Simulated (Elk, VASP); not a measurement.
VASP ran on this input.

File KPOINTS:
```
Automatic mesh
0
Gamma
6 6 7
0 0 0
```

### INCAR
```
SYSTEM=LaPt5
PREC=Accurate; ENCUT=300; LREAL=.False.
LASPH=.True.
EDIFF=1E-6; NELM=100; ALGO=Normal
LMAXMIX=6
ISMEAR=0; SIGMA=0.1
GGA=PS
ISIF=2
LWAVE=.False.; LCHARG=.False.
```

**POSCAR**
```
LaPt5
1
    5.4285500000     0.0000000000     0.0000000000
   -2.7142750000     4.7012620000     0.0000000000
    0.0000000000     0.0000000000     4.3933300000
La Pt
1 5
Direct
  0.0000000000   0.0000000000   0.0000000000
  0.3333330000   0.6666670000   0.0000000000
  0.6666670000   0.3333330000   0.0000000000
  0.5000000000   0.0000000000   0.5000000000
  0.5000000000   0.5000000000   0.5000000000
  0.0000000000   0.5000000000   0.5000000000
```

POTCAR, in this order: La Pt (PBE.64 set). Program: vasp_std.

Question: Write an input for Elk that does the same calculation.

Answer: One input that does it (PBEsol, all-electron FP-LAPW, Elk's shipped species files, default APW+lo basis):
```
tasks
  0

xctype
  22

rmtscf
  0.85

stype
  0

swidth
  0.00367493

maxscl
  100

avec
   10.2584725294    0.0000000521    0.0000000000
   -5.1292363098    8.8840977884    0.0000000000
    0.0000000000    0.0000000000    8.3021904751

sppath
  'species/'

atoms
  2
  'La.in'
  1
  0.0000000000  0.0000000000  0.0000000000    0.0 0.0 0.0
  'Pt.in'
  5
  0.3333333333  0.6666666667  0.0000000000    0.0 0.0 0.0
  0.6666666667  0.3333333333  0.0000000000    0.0 0.0 0.0
  0.5000000000  0.0000000000  0.5000000000    0.0 0.0 0.0
  0.5000000000  0.5000000000  0.5000000000    0.0 0.0 0.0
  0.0000000000  0.5000000000  0.5000000000    0.0 0.0 0.0

ngridk
  6 6 7
```
Both are inputs of real runs that ended normally. What can't carry over is the choice of potentials or basis and its cut-off, and each code's defaults.

VASP also gives the stress here, which the Elk input doesn't ask for.

The structure comes from a computed database's LaPt5 entry (P6/mmm); how it stands against other phases isn't given here. The cell was not relaxed at this level, and it may have been scaled.
